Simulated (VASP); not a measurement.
**YGe3 (space group Cmcm): computed properties**

Computed with PBEsol GGA, VASP's PBE PAW potentials (set 64) (plane waves; VASP).

For YGe₃, the space group is Cmcm (63) and the cell comes out as a = 3.9790 Å, b = 20.6642 Å, c = 3.8747 Å, α = β = γ = 90.00°. The volume per atom is 19.91 Å^3/atom and the band gap (over mesh and band path) comes out as none (metal, semimetal or under 0.01 eV). The density is 6.40 g/cm³.

```
YGe3
1.0
    1.98948   -10.33209     0.00000
    1.98948    10.33209     0.00000
    0.00000     0.00000     3.87474
Y Ge
2 6
Direct
  0.41777   0.58223   0.25000
  0.58223   0.41777   0.75000
  0.81106   0.18894   0.25000
  0.18894   0.81106   0.75000
  0.96058   0.03942   0.75000
  0.03942   0.96058   0.25000
  0.30902   0.69098   0.75000
  0.69098   0.30902   0.25000
```

The structure comes from a computed database's YGe3 entry (Cmcm); how it stands against other phases isn't given here. It was relaxed first. Symmetry was kept, so distortions that lower it aren't found.
